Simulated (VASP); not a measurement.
```yaml
crystal:
  lattice:
    - [1.54615, -2.67801, 0.00000]
    - [1.54615, 2.67801, 0.00000]
    - [0.00000, 0.00000, 4.95424]
  atoms:
    - { symbol: Al, position: [0.66667, 0.33333, 0.50010] }
    - { symbol: Al, position: [0.33333, 0.66667, 0.00010] }
    - { symbol: N, position: [0.66667, 0.33333, 0.88190] }
    - { symbol: N, position: [0.33333, 0.66667, 0.38190] }
```

All values below come from optB88-vdW, VASP's PBE PAW potentials (set 64) (plane waves; VASP). Settings: 520 eV cut-off, 8×8×5 Γ-centred mesh, Gaussian smearing of 0.050 eV, potentials Al N.

Problem. Give the stress tensor in GPa (positive for a compressed cell).

Solution. 
```
6.38  0.00  0.00
0.00  6.38  0.00
0.00  0.00  6.36
```
The pressure is its mean diagonal, 6.38 GPa.

The compound is AlN in the wurtzite structure. This cell is one point of a volume scan, at 0.97 of the reference volume.
